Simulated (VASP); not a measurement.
All values below come from PBE GGA, VASP's PBE PAW potentials (set 64) (plane waves; VASP 6.6.1).

Input for VASP

INCAR:
```
ISIF = 2   # forces and stress, cell fixed
GGA = PE
LMAXMIX = 4   # l cut-off of mixed one-centre charges
LASPH = T   # aspherical one-centre terms
PREC = Accurate
ENCUT = 520
LCHARG = F
ALGO = Normal   # blocked Davidson
LWAVE = F
SYSTEM = Ni3Si
ISMEAR = 1
EDIFF = 1E-7   # SCF stop (eV)
NELM = 100
SIGMA = 0.1   # width (eV)
LREAL = F
```

File KPOINTS:
```
kpoints
0
gamma
9 9 9
0 0 0
```

POSCAR:
```
Ni3Si
3.5407210
  0.9999998788   0.0000000000   0.0000000000
  0.0000000000   0.9999998788   0.0000000000
  0.0000000000   0.0000000000   0.9999998788
Si Ni
1 3
Cart
  0.0000000000   0.0000000000   0.0000000000
  0.0000000000   0.4999999394   0.4999999394
  0.4999999394   0.0000000000   0.4999999394
  0.4999999394   0.4999999394   0.0000000000
```

POTCAR, in this order: Si Ni (PBE.64 set). Program: vasp_std.

What VASP printed:

### OUTCAR
```
 ion  position               nearest neighbor table
   1  0.000  0.000  0.000-   2 2.50   3 2.50   4 2.50   2 2.50   3 2.50   2 2.50   4 2.50   2 2.50
                             3 2.50   4 2.50   3 2.50   4 2.50
   2  0.000  0.500  0.500-   1 2.50   3 2.50   4 2.50   1 2.50   4 2.50   1 2.50   3 2.50   1 2.50
                             3 2.50   4 2.50   4 2.50   3 2.50
   3  0.500  0.000  0.500-   1 2.50   2 2.50   4 2.50   1 2.50   4 2.50   2 2.50   4 2.50   4 2.50
                             1 2.50   2 2.50   1 2.50   2 2.50
   4  0.500  0.500  0.000-   1 2.50   2 2.50   3 2.50   2 2.50   3 2.50   1 2.50   3 2.50   3 2.50
                             1 2.50   2 2.50   2 2.50   1 2.50
  LATTYP: Found a simple cubic cell.
 ALAT       =     3.5407205710
 Subroutine PRICEL returns:
 Original cell was already a primitive cell.
 Subroutine GETGRP returns: Found 48 space group operations
The static configuration has the point symmetry O_h .
The dynamic configuration has the point symmetry O_h .
 Subroutine INISYM returns: Found 48 space group operations
 Subroutine IBZKPT returns following result:
 Found     35 irreducible k-points:

 Following reciprocal coordinates:
            Coordinates               Weight
  0.000000  0.000000  0.000000      1.000000
  0.111111  0.000000  0.000000      6.000000
  0.222222  0.000000  0.000000      6.000000
...
```

OSZICAR:
```
       N       E                     dE             d eps       ncg     rms          rms(c)
DAV:   1     0.199696980441E+03    0.19970E+03   -0.15834E+04  1470   0.214E+03
DAV:   2    -0.163822247251E+02   -0.21608E+03   -0.20853E+03  1470   0.372E+02
DAV:   3    -0.270606384170E+02   -0.10678E+02   -0.10221E+02  1601   0.109E+02
DAV:   4    -0.273215806399E+02   -0.26094E+00   -0.25863E+00  1734   0.151E+01
DAV:   5    -0.273306564232E+02   -0.90758E-02   -0.90750E-02  1747   0.274E+00    0.190E+01
DAV:   6    -0.274539291451E+02   -0.12327E+00   -0.57499E+01  1697   0.123E+02    0.176E+01
DAV:   7    -0.237042170789E+02    0.37497E+01   -0.16774E+01  1646   0.683E+01    0.379E+00
DAV:   8    -0.236772752350E+02    0.26942E-01   -0.74119E-01  1538   0.627E+00    0.143E+00
DAV:   9    -0.236591588892E+02    0.18116E-01   -0.37212E-02  1972   0.281E+00    0.563E-01
DAV:  10    -0.236568377711E+02    0.23211E-02   -0.34024E-03  1978   0.460E-01    0.239E-01
DAV:  11    -0.236564332042E+02    0.40457E-03   -0.80516E-04  2245   0.334E-01    0.545E-02
DAV:  12    -0.236564218188E+02    0.11385E-04   -0.11413E-04  1591   0.125E-01    0.151E-02
DAV:  13    -0.236564207498E+02    0.10690E-05   -0.84005E-06  1701   0.191E-02    0.856E-03
DAV:  14    -0.236564201946E+02    0.55521E-06   -0.69658E-07  1750   0.975E-03    0.313E-03
DAV:  15    -0.236564200670E+02    0.12762E-06   -0.22193E-07  1175   0.609E-03    0.864E-04
DAV:  16    -0.236564200845E+02   -0.17569E-07   -0.19421E-08   840   0.160E-03
   1 F= -.23656420E+02 E0= -.23656504E+02  d E =0.251222E-03
```

OUTCAR:
```
------------------------ aborting loop because EDIFF is reached ----------------------------------------
  FORCE on cell =-STRESS in cart. coord.  units (eV):
  Direction    XX          YY          ZZ          XY          YZ          ZX
  --------------------------------------------------------------------------------------
  Total       -1.6049124     -1.6049124     -1.6049124     -0.0000000     -0.0000000     -0.0000000
  in kB      -57.9277872    -57.9277872    -57.9277872     -0.0000000     -0.0000000     -0.0000000
  external PRESSURE =     -57.9277872 kB  Pullay stress =       0.0000000 kB
  volume of cell :       44.39
      direct lattice vectors                 reciprocal lattice vectors
     3.540720571  0.000000000  0.000000000     0.282428387  0.000000000  0.000000000
     0.000000000  3.540720571  0.000000000     0.000000000  0.282428387  0.000000000
     0.000000000  0.000000000  3.540720571     0.000000000  0.000000000  0.282428387
 POSITION                                       TOTAL-FORCE (eV/Angst)
 -----------------------------------------------------------------------------------
      0.00000      0.00000      0.00000         0.000000      0.000000      0.000000
      0.00000      1.77036      1.77036         0.000000      0.000000      0.000000
      1.77036      0.00000      1.77036         0.000000      0.000000      0.000000
      1.77036      1.77036      0.00000         0.000000      0.000000      0.000000
 -----------------------------------------------------------------------------------
    total drift:                                0.000000      0.000000      0.000000
  FREE ENERGIE OF THE ION-ELECTRON SYSTEM (eV)
  ---------------------------------------------------
  free  energy   TOTEN  =       -23.6564200845 eV

  energy  without entropy=      -23.6566713066  energy(sigma->0) =      -23.65650383
```
(Selected blocks of OUTCAR.)

File OUTCAR:
```
 val. band max:       10.1823378505   @ k =   0.1111   0.1111   0.0000

 cond. band min:      10.2168093667   @ k =   0.4444   0.4444   0.3333


 Fermi energy:        10.2051993931

 k-point     1 :       0.0000    0.0000    0.0000
  band No.  band energies     occupation
      1      -1.4760      2.00000
      2       5.5374      2.00000
      3       6.3445      2.00000
      4       6.3445      2.00000
      5       6.8445      2.00000
      6       6.8445      2.00000
      7       6.8445      2.00000
      8       8.7410      2.00000
      9       8.7410      2.00000
     10       8.7410      2.00000
     11       9.3707      2.00000
     12       9.3707      2.00000
     13       9.3707      2.00000
     14       9.6272      2.00000
     15       9.6272      2.00000
     16       9.9324      2.00079
     17      10.2507      0.31107
     18      10.2507      0.31107
     19      10.2507      0.31107
     20      14.7726      0.00000
     21      16.4104      0.00000

 k-point     2 :       0.1111    0.0000    0.0000
  band No.  band energies     occupation
      1      -1.3355      2.00000
      2       5.5491      2.00000
      3       6.1436      2.00000
      4       6.4429      2.00000
      5       6.8296      2.00000
      6       6.8296      2.00000
      7       6.8845      2.00000
      8       8.4871      2.00000
      9       8.4871      2.00000
     10       8.6976      2.00000
     11       8.9634      2.00000
     12       9.4789      2.00000
     13       9.4789      2.00000
     14       9.6294      2.00000
     15       9.6316      2.00000
     16       9.8760      2.00003
     17      10.2509      0.30941
     18      10.5286     -0.00005
     19      10.5286     -0.00005
     20      15.0728      0.00000
     21      16.3863      0.00000

 k-point     3 :       0.2222    0.0000    0.0000
  band No.  band energies     occupation
      1      -0.9247      2.00000
      2       5.0364      2.00000
      3       6.0227      2.00000
...
```

The compound is Ni3Si in the L1_2 structure. This cell is one point of a volume scan, at 1.03 of the reference volume. The run is not spin-polarised, so no magnetic state was tried.
